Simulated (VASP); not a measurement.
Here is the system:

```
Li2O
1.0
    0.00000     2.29997     2.29997
    2.29997     0.00000     2.29997
    2.29997     2.29997     0.00000
Li O
2 1
Direct
  0.25000   0.25000   0.25000
  0.75000   0.75000   0.75000
  0.00000   0.00000   0.00000
```

Level of theory: r2SCAN+rVV10, VASP's PBE PAW potentials (set 64) (plane waves; VASP). Numerical set-up: 520 eV cut-off, 8×8×8 Γ-centred mesh, Gaussian smearing of 0.050 eV, potentials Li_sv O.

Energy and stress use the plane-wave basis of the starting cell.

Problem. The ions, cell shape and volume are relaxed. Which structure does the run end with?

Solution. 
```
Li2O
1.0
    0.00000     2.28368     2.28368
    2.28368     0.00000     2.28368
    2.28368     2.28368     0.00000
Li O
2 1
Direct
  0.25000   0.25000   0.25000
  0.75000   0.75000   0.75000
  0.00000   0.00000   0.00000
```
Space group Fm-3m (225), at a tolerance of 0.03 Å.

Problem. How do energy and volume change from the first to the last step?

Solution. The energy (σ→0) changes by -1.0 meV/atom and the volume by -2.1 %, in 3 ionic steps.

| step | E(σ→0) (eV) | max force (eV/Å) | pressure (GPa) | volume (Å³) |
|---|---|---|---|---|
| 1 | -16.4729 | 0.000 | -2.18 | 24.33 |
| 2 | -16.4758 | 0.000 | -0.55 | 23.95 |
| 3 | -16.4758 | 0.000 | -0.02 | 23.82 |

The compound is Li2O in the antifluorite structure. This run relaxes it. Symmetry was kept, so distortions that lower it aren't found.
